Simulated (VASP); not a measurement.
# Cu2AgGeSe4 (I-42m) in VASP: further runs, part 2 of 2

VASP 6.6.1.

**3. Single point, r2SCAN**

POSCAR

```
Cu2AgGeSe4
1.0
    0.0000000000      5.6808900000      0.0000000000
    5.6808900000      0.0000000000      0.0000000000
    2.8404450000      2.8404450000     -5.4619340000
Ge Cu Se Ag
1 2 4 1
Direct
    0.5000000000      0.5000000000      0.0000000000
    0.2500000000      0.7500000000      0.5000000000
    0.7500000000      0.2500000000      0.5000000000
    0.4042000000      0.4042000000      0.7326000000
    0.5958000000      0.1368000000      0.2674000000
    0.8632000000      0.8632000000      0.7326000000
    0.1368000000      0.5958000000      0.2674000000
    0.0000000000      0.0000000000      0.0000000000
```

INCAR.step1

```
ALGO = Normal ; EDIFF = 1E-4
ENCUT = 520 ; GGA = PE
ISMEAR = 1 ; LASPH = True
LCHARG = False ; LREAL = False
LWAVE = True ; NBANDS = 46
NELM = 80 ; PREC = Accurate
SIGMA = 0.0167
```

INCAR.step2

```
ALGO = Normal ; EDIFF = 1E-7
ENCUT = 520 ; ISIF = 2
ISMEAR = 1 ; ISTART = 1
LASPH = True ; LCHARG = False
LMIXTAU = True ; LREAL = False
LWAVE = False ; METAGGA = R2SCAN
NBANDS = 46 ; NELM = 80
PREC = Accurate ; SIGMA = 0.0167
```

KPOINTS

```
k-points
0
Gamma
  4 4 4
```

Potentials or basis: VASP PAW PBE potentials, release 64 (Ge_d, Cu, Se, Ag).

Command:

```sh
$ cat potpaw_PBE.64/Ge_d/POTCAR potpaw_PBE.64/Cu/POTCAR potpaw_PBE.64/Se/POTCAR potpaw_PBE.64/Ag/POTCAR > POTCAR
$ cp INCAR.step1 INCAR
$ mpirun -np 1 vasp_std > vasp.out
$ cp INCAR.step2 INCAR
$ mpirun -np 1 vasp_std > vasp.out
```

OUTCAR:

```text
EDIFF = 1E-7
   ENCUT = 520
   ISIF = 2
   ISMEAR = 1
   ISTART = 1
   LASPH = True
   LREAL = False
   METAGGA = R2SCAN
   NELM = 80
   PREC = Accurate

 ion  position               nearest neighbor table
   1  0.500  0.500  0.000-   6 2.35   5 2.35   4 2.35   7 2.35
   2  0.250  0.750  0.500-   4 2.38   7 2.38   6 2.38   5 2.38
   3  0.750  0.250  0.500-   4 2.38   5 2.38   6 2.38   7 2.38
   4  0.404  0.404  0.733-   1 2.35   2 2.38   3 2.38   8 2.62
   5  0.596  0.137  0.267-   1 2.35   3 2.38   2 2.38   8 2.62
   6  0.863  0.863  0.733-   1 2.35   2 2.38   3 2.38   8 2.62
   7  0.137  0.596  0.267-   1 2.35   2 2.38   3 2.38   8 2.62
   8  0.000  0.000  0.000-   4 2.62   5 2.62   6 2.62   7 2.62

  LATTYP: Found a body centered tetragonal cell.
 ALAT       =     5.6808900000
 C/A-ratio  =     1.9229148954

  Lattice vectors:

 A1 = (  -2.8404450000,   2.8404450000,   5.4619340000)
 A2 = (   2.8404450000,  -2.8404450000,   5.4619340000)
 A3 = (   2.8404450000,   2.8404450000,  -5.4619340000)

Analysis of symmetry for initial positions (statically):
=====================================================================
 Subroutine PRICEL returns:
 Original cell was already a primitive cell.

 Routine SETGRP: Setting up the symmetry group for a
 body centered tetragonal supercell.

 Subroutine GETGRP returns: Found  8 space group operations
 (whereof  8 operations were pure point group operations)
 out of a pool of 16 trial point group operations.

The static configuration has the point symmetry D_2d.

Analysis of symmetry for dynamics (positions and initial velocities):
=====================================================================
 Subroutine PRICEL returns:
 Original cell was already a primitive cell.

 Routine SETGRP: Setting up the symmetry group for a
 body centered tetragonal supercell.

 Subroutine GETGRP returns: Found  8 space group operations
 (whereof  8 operations were pure point group operations)
 out of a pool of 16 trial point group operations.

The dynamic configuration has the point symmetry D_2d.

 Subroutine INISYM returns: Found  8 space group operations
 (whereof  8 operations are pure point group operations),
 and found     1 'primitive' translations

----------------------------------------------------------------------------------------

                                     Primitive cell

  volume of cell :     176.2703

  direct lattice vectors                    reciprocal lattice vectors
     0.000000000  5.680890000  0.000000000     0.000000000  0.176028756  0.091542666
     5.680890000  0.000000000  0.000000000     0.176028756  0.000000000  0.091542666
     2.840445000  2.840445000 -5.461934000     0.000000000  0.000000000 -0.183085332

  length of vectors
     5.680890000  5.680890000  6.780042671     0.198409129  0.198409129  0.183085332

  position of ions in fractional coordinates (direct lattice)
     0.500000000  0.500000000  0.000000000
     0.250000000  0.750000000  0.500000000
     0.750000000  0.250000000  0.500000000
     0.404200000  0.404200000  0.732600000
[... 49 lines left out ...]
 -0.250000  0.250000  0.000000      4.000000
  0.500000  0.500000  0.000000      2.000000
  0.000000  0.000000  0.250000      2.000000
  0.500000  0.000000  0.250000      4.000000
 -0.250000  0.000000  0.250000      8.000000
  0.500000  0.500000  0.250000      2.000000
 -0.250000 -0.250000  0.250000      4.000000
  0.000000  0.000000  0.500000      1.000000
   k-points           NKPTS =     13   k-points in BZ     NKDIM =     13   number of bands    NBANDS=     46
   number of dos      NEDOS =    301   number of ions     NIONS =      8
   total plane-waves  NPLWV =  88200
   dimension x,y,z NGX =    42 NGY =   42 NGZ =   50
   dimension x,y,z NGXF=    84 NGYF=   84 NGZF=  100
   ions per type =               1   2   4   1
   NGX,Y,Z   is equivalent  to a cutoff of  12.29, 12.29, 12.26 a.u.
   NGXF,Y,Z  is equivalent  to a cutoff of  24.58, 24.58, 24.52 a.u.
 SYSTEM =  unknown system
   PREC   = accura    normal or accurate (medium, high low for compatibility)
   ISTART =      1    job   : 0-new  1-cont  2-samecut
   ICHARG =      0    charge: 1-file 2-atom 10-const
   ISPIN  =      1    spin polarized calculation?
   LNONCOLLINEAR =      F non collinear calculations
   LSORBIT =      F    spin-orbit coupling
   LASPH  =      T    aspherical Exc in radial PAW
   ENCUT  =  520.0 eV  38.22 Ry    6.18 a.u.  10.56 10.56 12.61*2*pi/ulx,y,z
   NELM   =     80;   NELMIN=  2; NELMDL=  0     # of ELM steps
   EDIFF  = 0.1E-06   stopping-criterion for ELM
   LREAL  =      F    real-space projection
   EDIFFG = 0.1E-05   stopping-criterion for IOM
   NSW    =      0    number of steps for IOM
   IBRION =     -1    ionic relax: 0-MD 1-quasi-New 2-CG
   NFREE  =      0    steps in history (QN), initial steepest desc. (CG)
   ISIF   =      2    stress and relaxation
   ISYM   =      2    0-nonsym 1-usesym 2-fastsym
   POTIM  = 0.5000    time-step for ionic-motion
   TEBEG  =    0.0;   TEEND  =   0.0 temperature during run
   PSTRESS=    0.0 pullay stress
   NELECT =      71.0000    total number of electrons
   NUPDOWN=      -1.0000    fix difference up-down
   EMIN   =  10.00;   EMAX   =-10.00  energy-range for DOS
   EFERMI =   0.00;   METHOD = LEGACY
   ISMEAR =     1;   SIGMA  =   0.02  broadening in eV -4-tet -1-fermi 0-gaus
   EFERMI_NEDOS =   21; number of points for ismear=-14 and -15
   IALGO  =     38    algorithm
   IMIX   =      4    mixing-type and parameters
     AMIX     =   0.40;   BMIX     =  1.00
     AMIX_MAG =   1.60;   BMIX_MAG =  1.00
  volume/ion in A,a.u.               =      22.03       148.69
  Fermi-wavevector in a.u.,A,eV,Ry     =   1.209023  2.284722 19.888132  1.461736
  Thomas-Fermi vector in A             =   2.344613
   LORBIT       =      0    0 simple, 1 ext, 2 COOP (PROOUT), +10 PAW based schemes
   METAGGA = R2SCAN    functional components
   LHFCALC =     F    Hartree Fock is set to
   AEXX    =    0.0000 exact exchange contribution
   IVDW    =     0    specifies the selected vdW correction
   LEPSILON=     F    determine dielectric tensor
   LRPA    =     F    only Hartree local field effects (RPA)
 non-spin polarized calculation
 Methfessel and Paxton  Order N= 1 SIGMA  =   0.02
  energy-cutoff  :      520.00
  volume of cell :      176.27
 maximum number of plane-waves:      4813
   NGX = 21   NGY = 21   NGZ = 25

 number of electron      70.9999993 magnetization

 Free energy of the ion-electron system (eV)
  ---------------------------------------------------
  ext. energy  EPLUGINS =         0.00000000
  ---------------------------------------------------
  free energy    TOTEN  =      -116.27183136 eV

  energy without entropy =     -116.27091924  energy(sigma->0) =     -116.27152732

 E-fermi :   3.5888     XC(G=0): -10.2880

 val. band max:        3.5837100871   @ k =   0.2500   0.2500   0.0000
 cond. band min:       3.5910817170   @ k =   0.2500   0.2500   0.0000
 fundamental gap:      0.0073716299
 Fermi energy:         3.5888312617

 k-point     1 :       0.0000    0.0000    0.0000
  band No.  band energies     occupation
      1     -22.3330      2.00000
      2     -22.3329      2.00000
      3     -22.3310      2.00000
      4     -22.2924      2.00000
      5     -22.2822      2.00000
      6     -11.4505      2.00000
[... 626 lines left out ...]
     45      10.8641      0.00000
     46      10.8641      0.00000

------------------------ aborting loop because EDIFF is reached ----------------------------------------

  FORCE on cell =-STRESS in cart. coord.  units (eV):
  Direction    XX          YY          ZZ          XY          YZ          ZX
  --------------------------------------------------------------------------------------
  -------------------------------------------------------------------------------------
  Total        2.3685918      2.3685918      1.1833208      0.0000000     -0.0000000      0.0000000
  in kB       21.5288882     21.5288882     10.7555807      0.0000000     -0.0000000      0.0000000
  external PRESSURE =      17.9377857 kB  Pullay stress =       0.0000000 kB

 VOLUME and BASIS-vectors are now :
 -----------------------------------------------------------------------------
  energy-cutoff  :      520.00
  volume of cell :      176.27
      direct lattice vectors                 reciprocal lattice vectors
     0.000000000  5.680890000  0.000000000     0.000000000  0.176028756  0.091542666
     5.680890000  0.000000000  0.000000000     0.176028756  0.000000000  0.091542666
     2.840445000  2.840445000 -5.461934000     0.000000000  0.000000000 -0.183085332

 POSITION                                       TOTAL-FORCE (eV/Angst)
 -----------------------------------------------------------------------------------
      2.84044      2.84044      0.00000         0.000000      0.000000      0.000000
      5.68089      2.84044     -2.73097        -0.000000      0.000000      0.000000
      2.84044      5.68089     -2.73097         0.000000      0.000000      0.000000
      4.37713      4.37713     -4.00141        -0.328642     -0.328642      0.083241
      1.53668      4.14421     -1.46052        -0.328642      0.328642     -0.083241
      6.98465      6.98465     -4.00141         0.328642      0.328642      0.083241
      4.14421      1.53668     -1.46052         0.328642     -0.328642     -0.083241
      0.00000      0.00000      0.00000         0.000000      0.000000      0.000000
 -----------------------------------------------------------------------------------
    total drift:                                0.000155      0.000155      0.000059

  FREE ENERGIE OF THE ION-ELECTRON SYSTEM (eV)
  ---------------------------------------------------
  free  energy   TOTEN  =      -116.2718313590 eV

  energy  without entropy=     -116.2709192367  energy(sigma->0) =     -116.27152732
```

Run time: 5.2 min. Hardware: 1 thread of Intel Xeon Platinum 8488C (Sapphire Rapids), shared host; peak memory 0.39 GiB.

What came out:

- Free energy: -116.2718 eV
- Pressure: 1.8 GPa
- Largest force: 0.472 eV/Å
- Band gap on the k mesh: none (metal or under the smearing width)

Forces in eV/Å, atoms in the order of the input:
```
Ge   0.000  0.000  0.000
Cu   0.000  0.000  0.000
Cu   0.000  0.000  0.000
Se  -0.329 -0.329  0.083
Se  -0.329  0.329 -0.083
Se   0.329  0.329  0.083
Se   0.329 -0.329 -0.083
Ag   0.000  0.000  0.000
```

Stress tensor (GPa, compression positive):
```
2.15 0.00 0.00
0.00 2.15 0.00
0.00 0.00 1.08
```

Caveat: the PAW data sets were made with another functional, which shifts forces and pressure a little; the run has no spin polarisation, though such a crystal can be magnetic. With open d or f shells a metallic result of r2SCAN can be an artefact of self-interaction; +U or a hybrid may open a gap.
